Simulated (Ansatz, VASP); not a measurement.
## Al11P7O34 in two plane-wave programs

Wanted: the spread between two codes on one cell, functional and k mesh. The structure shown is frame 67 of Ansatz's trajectory.

Program: Ansatz 0.2.0. Level of theory: plane waves, with VASP 6.6.1 beside it; single point at PBE. Results are calculated unless marked as measured.

## 1. Starting point

The cell holds 104 atoms: 22 Al, 14 P and 68 O. Its edges and angles: a = 10.807 Å, b = 10.807 Å, c = 10.807 Å, α = 90.0°, β = 90.0°, γ = 90.0°. As first built, before any earlier steps moved the atoms (in the runner's words): 104 atoms (22 Al, 14 P, 68 O) placed at random at 2.66 g/cm^3, melted at 4000 K for 10 ps at fixed volume with the Morse and Coulomb pair potential with partial charges (Pedone, Malavasi, Menziani, Cormack and Segre, J. Phys. Chem. B 110, 11780 (2006)). Quenched from 4000 K to 300 K at 50 K/ps and fixed volume, held 10 ps at zero pressure.

## 2. Ansatz: dynamics, PBE

Ansatz runs on its default PAW (the set named soft_2) files.

One frame of this run of dynamics is then solved in both programs, so the motion causes no difference.

input.yaml

```yaml
crystal:
  lattice:
    - [10.80682, 0.0, 0.0]
    - [0.0, 10.80682, 0.0]
    - [0.0, 0.0, 10.80682]
  atoms:
    - { symbol: Al, position: [0.1666, 0.14787, 0.24229] }
    - { symbol: Al, position: [0.87928, 0.98925, 0.90526] }
    - { symbol: Al, position: [0.55401, 0.47186, 0.00779] }
    - { symbol: Al, position: [0.96797, 0.77766, 0.11205] }
    - { symbol: Al, position: [0.35962, 0.897, 0.83688] }
    - { symbol: Al, position: [0.43703, 0.17078, 0.84214] }
    - { symbol: Al, position: [0.45301, 0.8343, 0.44385] }
    - { symbol: Al, position: [0.64194, 0.99588, 0.48515] }
    - { symbol: Al, position: [0.4656, 0.52463, 0.46776] }
    - { symbol: Al, position: [0.9393, 0.03565, 0.37523] }
    - { symbol: Al, position: [0.89202, 0.26683, 0.22994] }
    - { symbol: Al, position: [0.08491, 0.13533, 0.58501] }
    - { symbol: Al, position: [0.01673, 0.77736, 0.67908] }
    - { symbol: Al, position: [0.63311, 0.80222, 0.81955] }
    - { symbol: Al, position: [0.8447, 0.9988, 0.65688] }
    - { symbol: Al, position: [0.7444, 0.74511, 0.5742] }
    - { symbol: Al, position: [0.52733, 0.77057, 0.07995] }
    - { symbol: Al, position: [0.36461, 0.04478, 0.59215] }
    - { symbol: Al, position: [0.88054, 0.44758, 0.70646] }
    - { symbol: Al, position: [0.91088, 0.51013, 0.14578] }
    - { symbol: Al, position: [0.33244, 0.582, 0.08484] }
    - { symbol: Al, position: [0.72063, 0.86928, 0.25813] }
    - { symbol: P, position: [0.23969, 0.65522, 0.80864] }
    - { symbol: P, position: [0.16419, 0.85094, 0.44116] }
    - { symbol: P, position: [0.6004, 0.25212, 0.20384] }
    - { symbol: P, position: [0.0347, 0.3922, 0.45971] }
    - { symbol: P, position: [0.39076, 0.25505, 0.40506] }
    - { symbol: P, position: [0.69418, 0.2278, 0.66766] }
    - { symbol: P, position: [0.80071, 0.6088, 0.93162] }
    - { symbol: P, position: [0.24681, 0.89306, 0.09252] }
[... 68 atom lines left out ...]
    - { symbol: O, position: [0.7473, 0.35732, 0.64764] }
    - { symbol: O, position: [0.89002, 0.71328, 0.61543] }
    - { symbol: O, position: [0.58753, 0.22539, 0.75557] }
    - { symbol: O, position: [0.36498, 0.82463, 0.13082] }
    - { symbol: O, position: [0.59363, 0.12958, 0.13456] }
    - { symbol: O, position: [0.14348, 0.29143, 0.92791] }
kpoints:
  mp_grid: { grid: [1, 1, 1] }
hamiltonian:
  xc: pbe
scf:
  occupations: { method: fixed }
output:
  forces: true
md:
  timestep: 1.0
  n_steps: 200
  ensemble: nvt_nose_hoover
  temperature: 600
  initial_velocities: maxwell_boltzmann
  seed: 2346
```

Command:

```bash
> ansatz run input.yaml --threads 4 --pin off --max-ram 8192MiB --backend cpu --events-out ev --progress --plain --runs-dir out
```

Numbers of over 12 decimals in the logs are rounded to 6 here.

The log of the run:

```text
Warning: md: disabling space-group detection — thermal motion breaks the input geometry's symmetry, so no spatial operation reduces the k-mesh or symmetrises the density; time reversal is kept, so that k and −k are solved as one point where they differ and the mesh holds both, and exact exchange and, on two spinor components, a DFT+U term hold to it where the run has them: on two components no moment then forms, and  [...]
Engine: ansatz 0.2.0, x86_64-unknown-linux-gnu
Pseudopotentials: kind: paw
Pseudopotential: Al, paw, valence charge 3, recommended cutoff 420 eV (normal), Al.paw.azcp
Pseudopotential: P, paw, valence charge 5, recommended cutoff 420 eV (normal), P.paw.azcp
Pseudopotential: O, paw, valence charge 6, recommended cutoff 420 eV (normal), O.paw.azcp
Functional definition: PBE
  parameter kappa = 0.804
  parameter beta = 0.066725
  exchange = pbe_x(kappa = kappa, mu = beta*pi^2/3)
  correlation = pbe_c(beta = beta)
Crystal: 104 atoms, lattice volume = 1262.100 Å³
Basis set: ecut = 420 eV, 24837 PW (Γ), exchange–correlation on 150×150×150 points (8 copies of the dense FFT grid, shifted against one another)
Bands: 376, of which v1, the nominal top of the filled ones, is band 272 counted from 1 (271 counted from 0)
Symmetry: 1 space group operations
k-points: 1
Non-local potential: Al, projectors of the file, l = 0: 2, l = 1: 2, l = 2: 1
Non-local potential: P, projectors of the file, l = 0: 2, l = 1: 2, l = 2: 2
Non-local potential: O, projectors of the file, l = 0: 2, l = 1: 2, l = 2: 1
PAW form: soft (Blöchl's): semilocal exchange-correlation on the pseudo side does not see the compensation charge
PAW one-centre angular grid: Al, 110 points (default); XC on 64 Gauss nodes
PAW one-centre angular grid: P, 110 points (default); XC on 64 Gauss nodes
PAW one-centre angular grid: O, 110 points (default); XC on 64 Gauss nodes
Initial density: superposition of atomic densities (neutral atoms: chi_scale 0, normalization atom), corrected by the library's trained network
Initial wavefunctions: pseudopotential atomic-orbital guess
Functional: x = pbe(κ = 0.804, μ = 0.219515), c = pbe(β = 0.066725)
SCF iter   1: F=—  HF=-61076.202616 eV  |F-HF|=—  |Δ(HF+E_count)|=         —  Δρ=3.59e-3  dr2=2.91e-1  ethr=1.77e-3  ⟨swp⟩=7.0  Hψ=1377  notcnv=0  defer=101
preconditioner: auto → Resta (q_TF=auto, 2.371 Å⁻¹)  ε∞=3.2  [insulator: Δε(μ)=2.989 eV  Ē_g=16.514 eV  n_scr=256 (ndim 8)  ℏωp=24.4 eV  f_vac=0.111  ε∞_Penn≈3.2]
SCF iter   2: F=—  HF=-61076.154806 eV  |F-HF|=—  |Δ(HF+E_count)|=   4.78e-2  Δρ=1.98e-3  dr2=6.52e-2  ethr=5.35e-5  ⟨swp⟩=3.0  Hψ=655  notcnv=0  defer=102
SCF iter   3: F=—  HF=-61076.146087 eV  |F-HF|=—  |Δ(HF+E_count)|=   8.72e-3  Δρ=8.24e-4  dr2=1.95e-2  ethr=1.20e-5  ⟨swp⟩=4.0  Hψ=491  notcnv=0  defer=81
automatic band count: iteration 3 solves 355 bands in place of 376: the levels show a gap, and the empty bands left out lie too high to hold charge; the band table lists the bands solved (type scf.n_extra_bands for more)
SCF iter   4: F=—  HF=-61076.141559 eV  |F-HF|=—  |Δ(HF+E_count)|=   4.53e-3  Δρ=3.34e-4  dr2=1.38e-3  ethr=3.58e-6  ⟨swp⟩=4.0  Hψ=549  notcnv=0  defer=81
SCF iter   5: F=—  HF=-61076.141521 eV  |F-HF|=—  |Δ(HF+E_count)|=   3.78e-5  Δρ=1.85e-4  dr2=3.41e-4  ethr=2.54e-7  ⟨swp⟩=3.0  Hψ=642  notcnv=0  defer=81
SCF iter   6: F=—  HF=-61076.141526 eV  |F-HF|=—  |Δ(HF+E_count)|=   4.81e-6  Δρ=4.50e-5  dr2=2.10e-5  ethr=6.27e-8  ⟨swp⟩=3.0  Hψ=494  notcnv=0  defer=81
SCF iter   7: F=—  HF=-61076.140100 eV  |F-HF|=—  |Δ(HF+E_count)|=   1.43e-3  Δρ=1.86e-5  dr2=3.86e-6  ethr=3.86e-9  ⟨swp⟩=3.0  Hψ=789  notcnv=0  defer=81
SCF iter   8: F=—  HF=-61076.140102 eV  |F-HF|=—  |Δ(HF+E_count)|=   2.07e-6  Δρ=8.95e-6  dr2=7.83e-7  ethr=7.10e-10  ⟨swp⟩=2.0  Hψ=503  notcnv=0  defer=81
SCF iter   9: F=-61076.140102 eV  HF=-61076.140102 eV  |F-HF|=3.47e-8  |Δ(HF+E_count)|=   2.67e-7  Δρ=2.37e-6  dr2=6.23e-8  ethr=1.84e-11  ⟨swp⟩=5.0  Hψ=1398  notcnv=0
SCF 1 converged in 9 iterations: F = -61076.140102 eV  dr2 = 6.23e-8
  greatest PAW one-centre occupation: 0.872 electrons in one spin orbital (limit 2), on the O atom at site 95 (counted from 0), in its partial waves of l = 0
md step     0: t =     0.00 fs  T =   600.0 K  F+E_penalty+E_count = -61076.14010220 eV  E_kin = 7.988268 eV  conserved = -61068.15183427 eV  (9 SCF iters)
[...]
md step   198: t =   198.00 fs  T =   544.4 K  F+E_penalty+E_count = -61077.09120997 eV  E_kin = 7.248341 eV  conserved = -61068.15357691 eV  (3 SCF iters)
[...]
md step   199: t =   199.00 fs  T =   548.7 K  F+E_penalty+E_count = -61077.16092319 eV  E_kin = 7.305195 eV  conserved = -61068.15428647 eV  (4 SCF iters)
[...]
md step   200: t =   200.00 fs  T =   554.6 K  F+E_penalty+E_count = -61077.25294816 eV  E_kin = 7.384275 eV  conserved = -61068.15506910 eV  (8 SCF iters)
SCF converged after 8 iterations
Free energy (F): -61077.252948 eV
Harris-Foulkes:  -61077.252948 eV  (|F-HF|=3.13e-8)
Internal energy: -61077.252948 eV  (E = F + TS)
E sigma→0 (E₀):  -61077.252948 eV
Fermi energy:    4.301674 eV
--- Per-component energies (eV) ---
  E_band       = -1976.465289
  E_kinetic    = 13735.065385
  E_local      = -33433.581519  (includes V_loc(G=0)·N_el)
  E_nonlocal   = 3897.778733
  E_hartree    = 12225.948462
  E_xc         = -6808.360856
  E_vxc        = -7963.301649  (∫ρ·V_xc dr)
  E_paw        = -29042.808378  (= ΣΔE_a)
  E_vpaw       = -2664.488972  (= ΣTr[D̂ρ^β])
  E_aug_tail   = 0.171333  (compensation charges beyond the density's cutoff)
  E_ewald      = -21651.466109
  E_smearing   = -0.000000  (= −TS)
  E_closure    = -0.000000  (closes the sum)
  Σ components = -61077.252948   (vs F -61077.252948, Δ=0.00e0)
--- Forces (eV/Å), atoms counted from 1 ---
  atom   1  Al    -0.39149047     0.26852222     0.10625883
  atom   2  Al    -0.18925360    -0.48344669     0.82210620
  atom   3  Al     0.55255945     0.22447020    -1.78030293
  atom   4  Al    -0.18361660    -0.72112194     0.07957494
  atom   5  Al     0.04868228    -0.05826116    -0.18748852
  atom   6  Al     0.51192902    -0.30968457    -0.41181796
  atom   7  Al    -0.55584236    -1.52398502     0.37674004
  atom   8  Al    -0.76465571     2.41831456     0.57060111
  atom   9  Al    -0.00629949    -1.96462861    -1.75164158
  atom  10  Al    -0.47836886     1.35595645     0.21244515
  atom  11  Al     0.01619099    -0.32843340    -0.80147041
  atom  12  Al     0.64474194    -1.57573417     0.19670583
  atom  13  Al     0.69937623     0.36975077    -1.16878536
  atom  14  Al     0.22436079     1.76675221     1.73847527
  atom  15  Al    -1.52571744     0.98893416    -0.01566544
  atom  16  Al     0.22741961     0.23145076    -0.90860150
  atom  17  Al     0.88999197    -1.45874084    -0.21885355
  atom  18  Al     0.42928193    -1.22170760    -0.90841985
  atom  19  Al    -0.47711551    -0.67247453    -1.05040623
  atom  20  Al     1.21633145    -0.40054630     1.10722022
  atom  21  Al     0.26694077     1.14951223    -0.73329087
  atom  22  Al     1.03534881     0.22097695     1.28625390
  atom  23  P      0.60381868     0.05300667    -1.26520501
  atom  24  P     -1.02191717     0.38365541     2.63719495
[...]
atom  97  O     -0.87902046    -0.39620632    -1.77744375
  atom  98  O      2.35244033    -1.55581856     1.46513549
  atom  99  O      0.52562765     0.39296557     0.82187688
  atom 100  O     -1.36109996     0.56841840    -0.87121119
  atom 101  O     -0.22950987     1.14614496    -0.60763633
  atom 102  O     -1.53494978     0.48467547     0.51602412
  atom 103  O      0.48447261     0.34734358    -0.05929119
  atom 104  O     -1.32583013    -0.07713113    -1.18343154
  max |Σ_I F_I| component: 1.42e-4 eV/Å
--- MD trajectory: 200 steps, t = 0.0 → 200.0 fs ---
  final state: T = 554.6 K   F+E_penalty+E_count = -61077.25294816 eV   E_kin = 7.384275 eV
  conserved energy: peak-to-peak 1.177e-2 eV (1.132e-4 eV/atom) over 200.0 fs
```

Reading the cycles: dr2 is the Hartree energy of the density residual (eV), the measure of convergence; HF is the Harris–Foulkes estimate of the energy, which meets the free energy F at convergence.

## 3. VASP: single point, PBE

The same cell, functional and mesh now go to VASP, with its own data sets.

Lines of VASP's logs that name or quote its potential files are left out, and so is its time.

INCAR

```
SYSTEM = Al11P7O34
PREC = Accurate
ENCUT = 520
EDIFF = 1E-06
NELM = 120
ISMEAR = 0
SIGMA = 0.01
LREAL = Auto
ALGO = Normal
GGA = PE
NBANDS = 344
LORBIT = 11
LWAVE = .FALSE.
LCHARG = .FALSE.
ISIF = 2
LASPH = .TRUE.
GGA_COMPAT = .FALSE.
EFERMI = MIDGAP
NCORE = 2
```

POSCAR

```
Al11P7O34
1.0
   10.8068200000      0.0000000000      0.0000000000
    0.0000000000     10.8068200000      0.0000000000
    0.0000000000      0.0000000000     10.8068200000
Al P O
22 14 68
Direct
    0.1638779956      0.1403187987      0.2222022760
    0.8992191968      0.9910778564      0.8948238242
    0.5576015886      0.4728495524      0.0094754979
    0.9737369550      0.7899826221      0.1054241673
    0.3959351595      0.9138210871      0.8596238301
    0.4335873088      0.1896580123      0.8177891369
    0.4465883581      0.8296797763      0.4319031871
    0.6396701342      0.0006181282      0.4592192708
    0.4666405103      0.5218834033      0.4701568084
    0.9270812320      0.9991579392      0.3674994124
    0.8920385460      0.2656007965      0.2677475890
    0.0698910503      0.1382275267      0.5753218801
    0.0325812774      0.8013365634      0.6895182857
    0.6463511005      0.7923144829      0.8141340376
    0.8464654727      0.9813155026      0.6483683452
    0.7561984006      0.7408377302      0.5786068427
    0.5293416565      0.7602421434      0.0604803263
    0.3592546188      0.0568252270      0.5944116771
    0.8781954358      0.4166072906      0.7257361555
    0.9027632551      0.5039040162      0.1521169040
    0.3085736600      0.5824192501      0.0787928364
    0.7053046132      0.8725971192      0.2546169919
    0.2483431759      0.6797929456      0.8101088017
    0.1574561249      0.8465209932      0.4318199063
    0.5994455353      0.2413846071      0.2099877670
    0.0270847483      0.3997290600      0.4839629049
    0.3847847933      0.2578556874      0.3988037184
    0.7016402605      0.2160950215      0.6770909481
    0.8043254167      0.5781534253      0.9305605164
    0.2503696740      0.8826463289      0.0905169143
[... 68 atom lines left out ...]
    0.7457975612      0.3494922651      0.6555489959
    0.9027540016      0.7293357343      0.6348305977
    0.5941248212      0.2167520140      0.7737983977
    0.3619936299      0.8002076467      0.1195263732
    0.5582123141      0.1094956703      0.1544487648
    0.1578355150      0.3154211877      0.9079451680
```

KPOINTS

```
Automatic mesh
0
Gamma
1 1 1
0 0 0
```

The projector-augmented-wave data sets are Al, P and O (PBE family, release 64).

Command:

```bash
> mpirun -np 8 vasp_gam
```

The log of the run:

```text
[banner, memory and clock lines left out]
running    8 mpi-ranks, on    1 nodes
[...]
LDA part: xc-table for (Slater+PW92), standard interpolation
 POSCAR, INCAR and KPOINTS ok, starting setup
[...]
entering main loop
       N       E                     dE             d eps       ncg     rms          rms(c)
DAV:   1     0.497218881906E+04    0.49722E+04   -0.32586E+05   696   0.156E+03
DAV:   2    -0.440681777621E+03   -0.54129E+04   -0.52343E+04   848   0.379E+02
DAV:   3    -0.857394080766E+03   -0.41671E+03   -0.41367E+03   808   0.112E+02
DAV:   4    -0.865850479235E+03   -0.84564E+01   -0.84136E+01   816   0.172E+01
[...]
DAV:  18    -0.751809682224E+03    0.46329E-05   -0.75899E-05   800   0.206E-02    0.118E-02
DAV:  19    -0.751809683490E+03   -0.12659E-05   -0.74439E-06   792   0.592E-03    0.912E-03
DAV:  20    -0.751809683616E+03   -0.12599E-06   -0.21447E-06   504   0.374E-03
   1 F= -.75180968E+03 E0= -.75180968E+03  d E =0.000000E+00
```

Parts of OUTCAR (step 3):

```text
  Total       -4.1690068     23.7346915     38.4027046    -11.8145867     -2.7837865     17.2492761
  in kB       -5.2923606     30.1300894     48.7504513    -14.9980695     -3.5338877     21.8971555
  external PRESSURE =      24.5293933 kB  Pullay stress =       0.0000000 kB

 POSITION                                       TOTAL-FORCE (eV/Angst)
 -----------------------------------------------------------------------------------
      1.77100      1.51640      2.40130        -0.121154     -0.871428      0.943379
      9.71770     10.71040      9.67020        -0.956277     -1.516185     -0.758260
      6.02590      5.11000      0.10240         0.402184     -0.777211      0.960654
     10.52300      8.53720      1.13930        -1.319791      1.674455     -0.761937
      4.27880      9.87550      9.28980        -1.079322      1.112897     -0.529147
      4.68570      2.04960      8.83770         1.974648      0.623831     -0.144932
      4.82620      8.96620      4.66750         0.609564     -1.460198     -0.558177
      6.91280      0.00668      4.96270         0.369386      0.575578      1.025241
[...]
8.18620      9.91370      8.62770        -0.515961     -0.306744      1.088259
      9.85820      3.94410      4.33280         0.544810      0.834315      0.829551
      2.50670      0.06060      1.73720         0.492966      0.346622      0.928643
      1.24110      7.66420      4.25390        -0.635326     -1.810518     -0.446112
      2.87310      9.94770     10.38890         0.498634      1.260404     -4.020996
[...]
-----------------------------------------------------------------------------------
    total drift:                                0.024956      0.000061     -0.027139

  FREE ENERGIE OF THE ION-ELECTRON SYSTEM (eV)
  ---------------------------------------------------
  free  energy   TOTEN  =      -751.8096836157 eV

  energy  without entropy=     -751.8096836157  energy(sigma->0) =     -751.80968362

[... 3 further parts left out ...]
[key lines of the parts left out:]
E-fermi :   4.8892
```

The run ends at a pressure of 2.45 GPa, with forces up to 5.3 eV/Å.

## 4. Comparison

Known differences besides the potentials themselves: fixed occupations in Ansatz, narrow Gaussian smearing in VASP; the cutoff is 420 eV in Ansatz and 520 eV in VASP (PREC = Accurate, projectors in real space). Total energies have different zeros and are not compared.

Forces on 9 of the 104 atoms, those with the largest forces and the largest differences (eV/Å; atoms numbered as in POSCAR):

| atom | Ansatz x, y, z | VASP x, y, z |
| --- | --- | --- |
| P28 | -0.237, -3.173, 0.618 | -0.278, -3.116, 0.615 |
| P29 | -4.596, 1.769, 2.045 | -4.591, 1.730, 1.932 |
| P30 | -1.608, 0.679, 3.141 | -1.627, 0.735, 3.050 |
| P32 | 3.039, -2.381, -0.170 | 2.942, -2.317, -0.155 |
| O52 | 0.491, 1.335, -4.219 | 0.499, 1.260, -4.021 |
| O54 | -0.360, 4.165, -0.434 | -0.370, 4.256, -0.445 |
| O55 | 1.586, 2.596, 0.657 | 1.715, 2.606, 0.741 |
| O73 | 0.547, 0.405, -0.478 | 0.435, 0.378, -0.355 |
| O84 | 0.092, 0.244, 1.358 | 0.214, 0.295, 1.228 |

The forces differ by 47 meV/Å r.m.s., which is 4.1 % of the r.m.s. force of 1.149 eV/Å (both taken over all components).

## 5. Outcome

```
r.m.s. force difference (single point, PBE) : 4.1 % of the r.m.s. force
```

What this shows: The r.m.s. force difference is 4.1 % of the r.m.s. force (single point, PBE), beyond the 3 % picked in this series as the mark of a large difference. What causes the difference of the single point, PBE pair stays open here. 2 further runs of this series are not shown here. How closely two codes agree says nothing of how well the functional describes the real material.

[Lines on the potential files, build, host, timing and source positions are cut from VASP's logs without a mark.]

[Logs are printed without paths, hosts, clocks, repeated set-up lines and the standing remarks that a program may print on its own settings, such as how far it seeks lower states.]

[Hosts, paths, dates, database ids (printed as entryN), source tags and the programs' standing remarks are cut or masked in the printed files.]
